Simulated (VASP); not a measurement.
OSZICAR of a VASP run on Al₂Au:

### OSZICAR
```
       N       E                     dE             d eps       ncg     rms          rms(c)
DAV:   1     0.327657102757E+03    0.32766E+03   -0.19362E+04  1312   0.853E+02
DAV:   2    -0.173337227716E+02   -0.34499E+03   -0.33027E+03  1712   0.197E+02
DAV:   3    -0.447036714485E+02   -0.27370E+02   -0.26781E+02  1558   0.561E+01
DAV:   4    -0.455669289747E+02   -0.86326E+00   -0.86032E+00  1800   0.107E+01
DAV:   5    -0.455936597074E+02   -0.26731E-01   -0.26715E-01  1815   0.181E+00    0.174E+01
DAV:   6    -0.416821972340E+02    0.39115E+01   -0.36765E+01  1556   0.337E+01    0.874E+00
DAV:   7    -0.435842328484E+02   -0.19020E+01   -0.25846E+01  1729   0.312E+01    0.768E+00
DAV:   8    -0.412946721515E+02    0.22896E+01   -0.27932E+01  1774   0.201E+01    0.416E+00
DAV:   9    -0.408964905214E+02    0.39818E+00   -0.22564E+00  1582   0.824E+00    0.108E+00
DAV:  10    -0.408904379836E+02    0.60525E-02   -0.27292E-01  1534   0.302E+00    0.806E-01
DAV:  11    -0.408841575195E+02    0.62805E-02   -0.48130E-02  1608   0.973E-01    0.590E-01
DAV:  12    -0.408834087280E+02    0.74879E-03   -0.73592E-03  1800   0.342E-01    0.342E-01
DAV:  13    -0.408821823133E+02    0.12264E-02   -0.26883E-03  1584   0.260E-01    0.975E-02
DAV:  14    -0.408822618866E+02   -0.79573E-04   -0.28863E-04  1624   0.989E-02    0.568E-02
DAV:  15    -0.408819083150E+02    0.35357E-03   -0.23863E-04  1599   0.528E-02    0.217E-02
DAV:  16    -0.408818175670E+02    0.90748E-04   -0.71262E-05  1616   0.371E-02    0.174E-02
DAV:  17    -0.408817248344E+02    0.92733E-04   -0.72655E-05  1510   0.379E-02    0.172E-02
DAV:  18    -0.408817104833E+02    0.14351E-04   -0.12100E-05  1344   0.181E-02    0.101E-02
DAV:  19    -0.408817143397E+02   -0.38564E-05   -0.84341E-06  1066   0.151E-02    0.505E-03
DAV:  20    -0.408817322547E+02   -0.17915E-04   -0.45177E-06  1052   0.103E-02    0.266E-03
DAV:  21    -0.408817476539E+02   -0.15399E-04   -0.26912E-06  1060   0.941E-03    0.150E-03
DAV:  22    -0.408817598990E+02   -0.12245E-04   -0.12104E-06  1050   0.330E-03    0.192E-03
DAV:  23    -0.408817838253E+02   -0.23926E-04   -0.70858E-07   985   0.364E-03    0.131E-03
DAV:  24    -0.408817953760E+02   -0.11551E-04   -0.68243E-07  1009   0.492E-03    0.777E-04
DAV:  25    -0.408818053691E+02   -0.99931E-05   -0.54275E-07   918   0.214E-03    0.296E-04
DAV:  26    -0.408818082828E+02   -0.29136E-05   -0.14968E-07   956   0.789E-04    0.244E-04
DAV:  27    -0.408818093090E+02   -0.10262E-05   -0.59949E-08   856   0.696E-04    0.141E-04
DAV:  28    -0.408818096801E+02   -0.37113E-06   -0.23573E-08   812   0.450E-04
   1 F= -.40881810E+02 E0= -.40880095E+02  d E =-.342913E-02
```

Q: Which electronic solver shows in the log?

A: It is blocked Davidson (ALGO = Normal, or the opening steps of other solvers). The INCAR had ALGO = Normal.

Q: Can the final energy be trusted as converged?

A: The run converged. It stopped with EDIFF = 1E-6, NELM = 100 (revPBE GGA, plane waves, VASP's PBE PAW potentials (set 64)).  The cell holds a wide vacuum, so values per volume refer to the whole cell.

The cell is a sheet with vacuum, built from a generated structure.
